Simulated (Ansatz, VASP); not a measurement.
# Cross-check of H23C11 (amorphous polyisobutylene at 580 K) between VASP and Ansatz

Aim: how closely do two programs agree when they are given the same cell, functional and k mesh? Of the first pair: The structure shown is the start of the Ansatz relaxation below; VASP solves that cell, so the two are compared at the walk's first step.

Main program and level: Ansatz 0.2.0; plane waves, with VASP 6.6.1 beside it; single point at LDA.

## 1. Set-up

The cell holds 136 atoms: 44 C and 92 H. Cell: a = 10.117 Å, b = 10.793 Å, c = 10.426 Å, α = 94.5°, β = 85.7°, γ = 90.9°. As first built, before any earlier steps moved the atoms (in the runner's words): 2 polyisobutylene chains of 5 units placed at random, at 0.728 g/cm^3; overlaps pushed apart, then 20 ps at 800 K with MMFF94 bonds, angles, torsions, charges and radii (Halgren, J. Comput. Chem. 17, 490 (1996)) in harmonic and 12-6 forms; charges of ions scaled by 0.8. Snapshot after 30 ps at 580 K and fixed volume.

## 2. Ansatz: relaxation, LDA

Ansatz runs on its default PAW (the set named soft_2) files.

The two programs are compared at the cell with which this relaxation starts, whose forces are those of its first step.

File input.yaml:

```yaml
crystal:
  lattice:
    - [10.10933, -0.07475, 0.38579]
    - [-0.07475, 10.78511, -0.41622]
    - [0.38579, -0.41622, 10.41021]
  atoms:
    - { symbol: C, position: [0.78473, 0.54948, 0.50297] }
    - { symbol: C, position: [0.86449, 0.49689, 0.60563] }
    - { symbol: C, position: [0.80077, 0.38607, 0.67636] }
    - { symbol: C, position: [0.9007, 0.35323, 0.77309] }
    - { symbol: C, position: [0.78589, 0.27508, 0.57536] }
    - { symbol: C, position: [0.66245, 0.42938, 0.73983] }
    - { symbol: C, position: [0.58116, 0.36121, 0.84859] }
    - { symbol: C, position: [0.57728, 0.21862, 0.81961] }
    - { symbol: C, position: [0.64413, 0.39222, 0.97853] }
    - { symbol: C, position: [0.43966, 0.42018, 0.85392] }
    - { symbol: C, position: [0.30867, 0.3685, 0.92246] }
    - { symbol: C, position: [0.20596, 0.47174, 0.91226] }
    - { symbol: C, position: [0.26089, 0.24986, 0.8438] }
    - { symbol: C, position: [0.33054, 0.34648, 0.06574] }
    - { symbol: C, position: [0.21469, 0.32625, 0.17133] }
    - { symbol: C, position: [0.14431, 0.44953, 0.21917] }
    - { symbol: C, position: [0.10859, 0.233, 0.12147] }
    - { symbol: C, position: [0.27268, 0.26472, 0.28645] }
    - { symbol: C, position: [0.35768, 0.33535, 0.38898] }
    - { symbol: C, position: [0.41826, 0.23389, 0.46302] }
    - { symbol: C, position: [0.27144, 0.41828, 0.48946] }
    - { symbol: C, position: [0.47275, 0.41455, 0.33181] }
    - { symbol: H, position: [0.76393, 0.47688, 0.42351] }
    - { symbol: H, position: [0.84095, 0.62722, 0.4571] }
    - { symbol: H, position: [0.68682, 0.58835, 0.54482] }
    - { symbol: H, position: [0.88563, 0.57293, 0.68248] }
    - { symbol: H, position: [0.96487, 0.46593, 0.56035] }
    - { symbol: H, position: [0.00042, 0.33345, 0.72039] }
    - { symbol: H, position: [0.87055, 0.26882, 0.82508] }
    - { symbol: H, position: [0.91476, 0.43311, 0.8471] }
[... 100 atom lines left out ...]
    - { symbol: H, position: [0.42044, 0.67262, 0.43746] }
    - { symbol: H, position: [0.42758, 0.83534, 0.40133] }
    - { symbol: H, position: [0.56538, 0.76755, 0.47156] }
    - { symbol: H, position: [0.4068, 0.73854, 0.80512] }
    - { symbol: H, position: [0.56051, 0.72609, 0.70218] }
    - { symbol: H, position: [0.42413, 0.61788, 0.67381] }
kpoints:
  mp_grid: { grid: [1, 1, 1] }
hamiltonian:
  xc: lda
scf:
  occupations: { method: fixed }
output:
  forces: true
  eigenvalues: true
  stress: true
relax:
  f_tol: 0.05
  max_steps: 70
```

Launch:

```
> ansatz run input.yaml --threads 4 --pin off --max-ram 8192MiB --backend cpu --events-out ev --progress --plain --runs-dir out
```

Numbers of over 12 decimals in the logs are rounded to 6 here.

What it wrote:

```text
Warning: output.stress: scf.convergence.dr2_threshold = 1e-7 eV (the SCF's general default) is looser than the 1.08e-8 eV advised for a printed stress (1e-10 eV for each atom of the cell: 136, of which 108 are counted). What an SCF threshold leaves in a stress goes as its square root, and in the free energy as the threshold itself, and one threshold admits the most on a small cell: [figures from the program's tests c [...]
Engine: ansatz 0.2.0, x86_64-unknown-linux-gnu
Pseudopotentials: kind: paw
Pseudopotential: C, paw, valence charge 4, recommended cutoff 420 eV (normal), C.paw.azcp
Pseudopotential: H, paw, valence charge 1, recommended cutoff 420 eV (normal), H.paw.azcp
Functional definition: SPW92
  exchange = slater_x
  correlation = pw_c
Crystal: 136 atoms, lattice volume = 1131.637 Å³
Basis set: ecut = 420 eV, 22097 PW (Γ)
Bands: 270, of which v1, the nominal top of the filled ones, is band 134 counted from 1 (133 counted from 0)
Symmetry: 1 space group operations
Space group: P1 (ITA 1), of the structure as read, at distance tolerance 1.0e-4 Å
k-points: 1
Non-local potential: C, projectors of the file, l = 0: 2, l = 1: 2, l = 2: 1
Non-local potential: H, projectors of the file, l = 0: 2, l = 1: 1
PAW form: soft (Blöchl's): semilocal exchange-correlation on the pseudo side does not see the compensation charge
PAW frozen core: C, regenerated for the run's functional, and the local potential with it (the file was generated under x = pbe(κ = 0.804, μ = 0.219515), c = pbe(β = 0.066725))
PAW one-centre angular grid: C, 110 points (default); XC on 64 Gauss nodes
PAW one-centre angular grid: H, 110 points (default); XC on 64 Gauss nodes
Initial density: superposition of atomic densities (neutral atoms: chi_scale 0, normalization atom), corrected by the library's trained network
Initial wavefunctions: pseudopotential atomic-orbital guess
Functional: x = slater, c = lda
SCF iter   1: F=—  HF=-12144.574331 eV  |F-HF|=—  |Δ(HF+E_count)|=         —  Δρ=8.78e-3  dr2=5.90e-1  ethr=1.77e-3  ⟨swp⟩=4.0  Hψ=908  notcnv=0  defer=133
preconditioner: auto → Resta (q_TF=auto, 2.146 Å⁻¹)  ε∞=2.4  [insulator: Δε(μ)=4.923 eV  Ē_g=15.143 eV  n_scr=188 (ndim 8)  ℏωp=18.1 eV  f_vac=0.166  ε∞_Penn≈2.4]
SCF iter   2: F=—  HF=-12144.421825 eV  |F-HF|=—  |Δ(HF+E_count)|=   1.53e-1  Δρ=3.99e-3  dr2=1.20e-1  ethr=2.20e-4  ⟨swp⟩=2.0  Hψ=313  notcnv=0  defer=134
SCF iter   3: F=—  HF=-12144.391281 eV  |F-HF|=—  |Δ(HF+E_count)|=   3.05e-2  Δρ=9.56e-4  dr2=9.22e-3  ethr=4.48e-5  ⟨swp⟩=2.0  Hψ=240  notcnv=0  defer=134
SCF iter   4: F=—  HF=-12144.391216 eV  |F-HF|=—  |Δ(HF+E_count)|=   6.55e-5  Δρ=2.21e-4  dr2=5.83e-4  ethr=3.44e-6  ⟨swp⟩=2.0  Hψ=406  notcnv=0  defer=134
SCF iter   5: F=—  HF=-12144.391657 eV  |F-HF|=—  |Δ(HF+E_count)|=   4.41e-4  Δρ=7.29e-5  dr2=9.87e-5  ethr=2.18e-7  ⟨swp⟩=2.0  Hψ=243  notcnv=0  defer=134
SCF iter   6: F=-12144.391740 eV  HF=-12144.391724 eV  |F-HF|=1.53e-5  |Δ(HF+E_count)|=   6.74e-5  Δρ=2.02e-5  dr2=1.07e-5  ethr=2.33e-8  ⟨swp⟩=15.0  Hψ=1873  notcnv=0
SCF 1 converged in 6 iterations: F = -12144.391740 eV  dr2 = 1.07e-5
  greatest PAW one-centre occupation: 0.646 electrons in one spin orbital (limit 2), on the C atom at site 80 (counted from 0), in its partial waves of l = 0
relax step   1: F+E_penalty+E_count = -12144.39173963 eV  Δ(F+E_penalty+E_count) = +0.000e0 eV  max|allowed force component| = 6.461e-1 eV/Å  Δτ_max = 0.0000 Å  (6 SCF iters, dr2 threshold 6.25e-5 eV, accepted)
Initial density: handed on by an earlier stage of this run
Initial wavefunctions: those handed on with the density
iter 1 solved again at ethr=6.50e-4 eV; its pass at ethr=3.10e-3 eV (dr2=1.74e0 eV) is discarded
SCF iter   1: F=—  HF=-12145.939944 eV  |F-HF|=—  |Δ(HF+E_count)|=         —  Δρ=1.50e-2  dr2=1.83e0  ethr=6.50e-4  ⟨swp⟩=1.0  Hψ=944  notcnv=0  defer=132
preconditioner: auto → Resta (q_TF=auto, 2.146 Å⁻¹)  ε∞=2.4  [insulator: Δε(μ)=5.216 eV  Ē_g=15.452 eV  n_scr=188 (ndim 8)  ℏωp=18.1 eV  f_vac=0.182  ε∞_Penn≈2.4]
[...]
- { symbol: H, position: [0.905505, 0.429990, 0.849946] }
    - { symbol: H, position: [0.878313, 0.255320, 0.530089] }
    - { symbol: H, position: [0.743058, 0.192561, 0.623565] }
    - { symbol: H, position: [0.712497, 0.299017, 0.508294] }
    - { symbol: H, position: [0.593236, 0.430987, 0.662340] }
    - { symbol: H, position: [0.667147, 0.525462, 0.782604] }
    - { symbol: H, position: [0.529323, 0.191640, 0.729832] }
    - { symbol: H, position: [0.518665, 0.174726, 0.898896] }
    - { symbol: H, position: [0.676067, 0.181657, 0.813035] }
    - { symbol: H, position: [0.584959, 0.345969, 0.056849] }
    - { symbol: H, position: [0.742715, 0.356730, 0.972647] }
    - { symbol: H, position: [0.642028, 0.491071, 0.00211262] }
    - { symbol: H, position: [0.414033, 0.422557, 0.754321] }
    - { symbol: H, position: [0.450524, 0.515308, 0.893632] }
    - { symbol: H, position: [0.107906, 0.435756, 0.945187] }
    - { symbol: H, position: [0.206269, 0.487289, 0.811078] }
    - { symbol: H, position: [0.232348, 0.553085, 0.969522] }
    - { symbol: H, position: [0.160107, 0.226824, 0.873477] }
    - { symbol: H, position: [0.323274, 0.166476, 0.862529] }
    - { symbol: H, position: [0.274515, 0.262013, 0.743462] }
    - { symbol: H, position: [0.398545, 0.264305, 0.062360] }
    - { symbol: H, position: [0.392947, 0.425576, 0.101261] }
    - { symbol: H, position: [0.081033, 0.435469, 0.299855] }
    - { symbol: H, position: [0.222686, 0.521865, 0.244425] }
[...]
- { symbol: C, position: [0.744160, 0.995522, 0.392005] }
    - { symbol: C, position: [0.818858, 0.946884, 0.267926] }
    - { symbol: C, position: [0.757466, 0.977710, 0.145028] }
    - { symbol: C, position: [0.732240, 0.116650, 0.149888] }
    - { symbol: C, position: [0.624391, 0.911833, 0.134952] }
    - { symbol: C, position: [0.850729, 0.950210, 0.023307] }
    - { symbol: C, position: [0.913965, 0.824327, 0.979902] }
    - { symbol: C, position: [0.021145, 0.793386, 0.066997] }
    - { symbol: C, position: [0.815936, 0.715952, 0.977934] }
    - { symbol: C, position: [0.989663, 0.832408, 0.846353] }
    - { symbol: C, position: [0.929342, 0.880099, 0.728336] }
    - { symbol: C, position: [0.936789, 0.020955, 0.730506] }
    - { symbol: C, position: [0.784606, 0.841425, 0.721314] }
    - { symbol: C, position: [0.996644, 0.819506, 0.601317] }
    - { symbol: C, position: [0.139180, 0.840400, 0.544162] }
    - { symbol: C, position: [0.144012, 0.763431, 0.414971] }
    - { symbol: C, position: [0.165559, 0.974678, 0.515532] }
    - { symbol: C, position: [0.237310, 0.790666, 0.632005] }
    - { symbol: C, position: [0.388338, 0.806806, 0.612736] }
    - { symbol: C, position: [0.432385, 0.938595, 0.652521] }
    - { symbol: C, position: [0.447504, 0.770190, 0.477265] }
    - { symbol: C, position: [0.445067, 0.720709, 0.702846] }
[...]
- { symbol: H, position: [0.402308, 0.00661604, 0.587183] }
    - { symbol: H, position: [0.541448, 0.943803, 0.652823] }
    - { symbol: H, position: [0.414923, 0.676241, 0.442393] }
    - { symbol: H, position: [0.422046, 0.835965, 0.407337] }
    - { symbol: H, position: [0.556766, 0.769441, 0.476570] }
    - { symbol: H, position: [0.403541, 0.740829, 0.803186] }
    - { symbol: H, position: [0.553867, 0.730772, 0.701520] }
    - { symbol: H, position: [0.421613, 0.622543, 0.674424] }
```

The column dr2 measures how far the density is from self-consistency, as an energy; F and HF (Harris–Foulkes) agree once it is small.

## 3. VASP: single point, LDA, start cell, pair 1

The same cell, functional (in two slightly different forms) and mesh now go to VASP, with its own data sets.

Lines of VASP's logs that name or quote its potential files are left out, and so is its time.

File INCAR:

```
SYSTEM = H23C11
PREC = Accurate
ENCUT = 520
EDIFF = 1E-06
NELM = 120
ISMEAR = 0
SIGMA = 0.01
LREAL = Auto
ALGO = Normal
GGA = PW92
NBANDS = 229
LORBIT = 11
LWAVE = .FALSE.
LCHARG = .FALSE.
ISIF = 2
LASPH = .TRUE.
GGA_COMPAT = .FALSE.
EFERMI = MIDGAP
```

File POSCAR:

```
H23C11
1.0
   10.1093300000     -0.0747500000      0.3857900000
   -0.0747500000     10.7851100000     -0.4162200000
    0.3857900000     -0.4162200000     10.4102100000
C H
44 92
Direct
    0.7847336488      0.5494804015      0.5029737477
    0.8644883064      0.4968882613      0.6056269651
    0.8007677227      0.3860667515      0.6763610459
    0.9006979686      0.3532280278      0.7730910616
    0.7858873223      0.2750756237      0.5753586629
    0.6624453455      0.4293835237      0.7398268835
    0.5811583221      0.3612056945      0.8485934448
    0.5772831449      0.2186244678      0.8196074634
    0.6441286956      0.3922198585      0.9785346636
    0.4396607115      0.4201795417      0.8539184534
    0.3086722720      0.3685005759      0.9224592620
    0.2059605306      0.4717425531      0.9122574062
    0.2608923855      0.2498638103      0.8438012914
    0.3305398921      0.3464842973      0.0657426420
    0.2146918194      0.3262515258      0.1713285758
    0.1443070632      0.4495281807      0.2191723700
    0.1085884629      0.2330039885      0.1214661930
    0.2726767084      0.2647175605      0.2864480924
    0.3576796452      0.3353455645      0.3889823837
    0.4182627614      0.2338855477      0.4630152756
    0.2714361717      0.4182815782      0.4894598474
    0.4727494639      0.4145476449      0.3318051226
    0.7358808885      0.9985088754      0.3991181615
    0.8132413247      0.9472432762      0.2744537551
    0.7513888615      0.9773573956      0.1485769630
    0.7243934755      0.1186926527      0.1519987106
    0.6163953304      0.9091109271      0.1371529485
    0.8477790207      0.9494808797      0.0259099733
    0.9130136141      0.8213928704      0.9832893494
    0.0215726082      0.7909402935      0.0731957062
[... 100 atom lines left out ...]
    0.4204443466      0.6726225348      0.4374605053
    0.4275765418      0.8353371367      0.4013299702
    0.5653837528      0.7675522681      0.4715612084
    0.4068023308      0.7385381283      0.8051186353
    0.5605099439      0.7260900250      0.7021831509
    0.4241265636      0.6178757985      0.6738143109
```

File KPOINTS:

```
Automatic mesh
0
Gamma
1 1 1
0 0 0
```

The projector-augmented-wave data sets are C and H (LDA family, release 64).

Launch:

```
> export OMP_NUM_THREADS=3
> mpirun -np 1 vasp_gam
```

What it wrote:

```text
[banner, memory and clock lines left out]
running    1 mpi-ranks, on    1 nodes
[...]
Offloading initialized ...    1 GPUs detected
[...]
|                                                                             |
|               ----> ADVICE to this user running VASP <----                  |
|                                                                             |
|     You enforced a specific xc type in the INCAR file but a different       |
|     [... a line on the potential file left out ...]
|     I HOPE YOU KNOW WHAT YOU ARE DOING!                                     |
|                                                                             |

 LDA part: xc-table for (Slater(with rela. corr.)+PW92), standard interpolation
 POSCAR, INCAR and KPOINTS ok, starting setup
[...]
entering main loop
       N       E                     dE             d eps       ncg     rms          rms(c)
DAV:   1     0.142952838010E+04    0.14295E+04   -0.13185E+05   458   0.107E+03
DAV:   2    -0.667321337043E+03   -0.20968E+04   -0.19641E+04   575   0.245E+02
DAV:   3    -0.854981652809E+03   -0.18766E+03   -0.18598E+03   588   0.729E+01
DAV:   4    -0.859943473281E+03   -0.49618E+01   -0.49482E+01   604   0.136E+01
[...]
DAV:  17    -0.782711882295E+03   -0.27027E-05   -0.41161E-05   604   0.188E-02    0.616E-03
DAV:  18    -0.782711884567E+03   -0.22725E-05   -0.19003E-05   556   0.922E-03    0.415E-03
DAV:  19    -0.782711884246E+03    0.32147E-06   -0.16113E-06   460   0.370E-03
   1 F= -.78271188E+03 E0= -.78271188E+03  d E =0.000000E+00
```

Parts of OUTCAR (step 3):

```text
  FREE ENERGIE OF THE ION-ELECTRON SYSTEM (eV)
  ---------------------------------------------------
  free  energy   TOTEN  =      -782.7118842459 eV

  energy  without entropy=     -782.7118842459  energy(sigma->0) =     -782.71188425
```

The run ends at a pressure of -6.00 GPa, with forces up to 0.64 eV/Å.

## 4. Comparison

Known differences besides the potentials themselves: the two LDA forms differ slightly; fixed occupations in Ansatz, narrow Gaussian smearing in VASP; the cutoff is 420 eV in Ansatz and 520 eV in VASP (PREC = Accurate, projectors in real space); VASP's log shows a relativistic correction to its local exchange, Ansatz's none. Total energies have different zeros and are not compared.

Forces on 10 of the 136 atoms, those with the largest forces and the largest differences (eV/Å; atoms numbered as in POSCAR):

```csv
atom,"Ansatz x, y, z","VASP x, y, z"
H74,"0.411, 0.081, -0.500","0.390, 0.077, -0.474"
H81,"0.464, 0.280, -0.324","0.438, 0.265, -0.308"
H111,"-0.523, -0.328, -0.113","-0.494, -0.310, -0.107"
H118,"0.387, -0.145, 0.472","0.365, -0.136, 0.446"
H124,"-0.086, -0.405, -0.508","-0.082, -0.388, -0.484"
H127,"0.142, 0.634, -0.058","0.136, 0.601, -0.056"
H128,"0.219, -0.188, -0.605","0.208, -0.179, -0.576"
H131,"0.184, 0.594, 0.221","0.175, 0.565, 0.211"
H132,"0.154, -0.424, 0.468","0.147, -0.405, 0.447"
H134,"0.221, -0.093, -0.629","0.210, -0.089, -0.599"
```

The forces differ by 15 meV/Å r.m.s., which is 5.3 % of the r.m.s. force of 0.288 eV/Å (both taken over all components).

[end of part 1 of 2]

[Lines on the potential files, build, host, timing and source positions are cut from VASP's logs without a mark.]

[Logs are printed without paths, hosts, clocks, repeated set-up lines and the standing remarks that a program may print on its own settings, such as how far it seeks lower states.]

[Hosts, paths, dates, database ids (printed as entryN), source tags and the programs' standing remarks are cut or masked in the printed files.]

[The MMFF94 radii named for the starting cell were scaled by 0.96; in molecules described by MMFF94, hydrogen bound to N, O or S took a small fixed 12-6 site in their place.]
